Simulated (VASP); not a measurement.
```xyz
2
Lattice="-2.9993 2.8296 1.5523 2.9993 -2.8296 1.5523 2.9993 2.8296 -1.5523" Properties=species:S:1:pos:R:3 pbc="T T T"
Sn     2.9993     0.0000     0.7761
Sn     0.0557     0.0000     0.0000
```

Method: PBE GGA, VASP's PBE PAW potentials (set 64) (plane waves; VASP). Numerical set-up: 520 eV cut-off, 12×12×12 Γ-centred mesh, first-order Methfessel-Paxton smearing of 0.10 eV, potentials Sn.

### Question
Which forces act on the atoms, in eV/Å?

### Answer

```csv
atom,Fx,Fy,Fz
Sn1,0.137,0.000,-0.165
Sn2,-0.137,0.000,0.165
```

### Question
Give the stress tensor in GPa (positive for a compressed cell).

### Answer

```
0.45  0.00  0.10
0.00  7.88  0.00
0.10  0.00  5.42
```
The pressure is its mean diagonal, 4.58 GPa.

The compound is Sn in the beta structure. The cell was not relaxed at this level. The run is one of a series of settings (ENCUT = 520, POTCAR Sn (PBE.64 set) against the base run), some of them coarse on purpose.
